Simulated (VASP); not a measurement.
Input for VASP

File KPOINTS:
```
Automatic mesh
0
Gamma
 14 14 14
```

### POSCAR
```
HfC
1
    0.0000000000     2.3692209411     2.3692209411
    2.3692209411     0.0000000000     2.3692209411
    2.3692209411     2.3692209411     0.0000000000
Hf C
1 1
Direct
  0.0000000000   0.0000000000   0.0000000000
  0.5000000000   0.5000000000   0.5000000000
```

INCAR:
```
! general
SYSTEM  = HfC
PREC    = Accurate
ENCUT   = 520   ! plane-wave cut-off (eV)
LREAL   = .False.
LASPH   = .True.   ! aspherical one-centre terms

! electronic loop
EDIFF   = 1E-7
NELM    = 100
ALGO    = Normal   ! blocked Davidson
LMAXMIX = 6   ! l cut-off of mixed one-centre charges

! smearing
ISMEAR  = 1   ! Methfessel-Paxton
SIGMA   = 0.1   ! width (eV)

! functional
GGA     = PE   ! PBE

! ions
ISIF    = 2   ! forces and stress, cell fixed

! output
LWAVE   = .False.
LCHARG  = .False.
```

POTCAR, in this order: Hf_pv C (PBE.64 set). Program: vasp_std.

Translate this PBE calculation to Ansatz.

One equivalent input (not run):
Ansatz 0.2 input:
```yaml
crystal:
  lattice:
    - [0.0000000, 2.3692209, 2.3692209]
    - [2.3692209, 0.0000000, 2.3692209]
    - [2.3692209, 2.3692209, 0.0000000]
  atoms:
    - { symbol: Hf, position: [0.0000000, 0.0000000, 0.0000000] }
    - { symbol: C, position: [0.5000000, 0.5000000, 0.5000000] }
kpoints:
  mp_grid: { grid: [14, 14, 14] }
hamiltonian:
  xc: pbe
  pseudopotentials: { kind: paw }
scf:
  occupations: { method: methfessel_paxton, width: 0.1 }
  max_iter: 100
output: { forces: true, stress: true, eigenvalues: true }
```
Limits of the translation: each code has its own PAW files, so the cut-off isn't converted (ENCUT is set for VASP's; basis.ecutwfc is left out, and Ansatz then takes the one that its files recommend); Ansatz stops its SCF on the density residual and VASP on the energy change (EDIFF).

The compound is HfC in the rock salt structure. This cell is one point of a volume scan, at 1.06 of the reference volume.
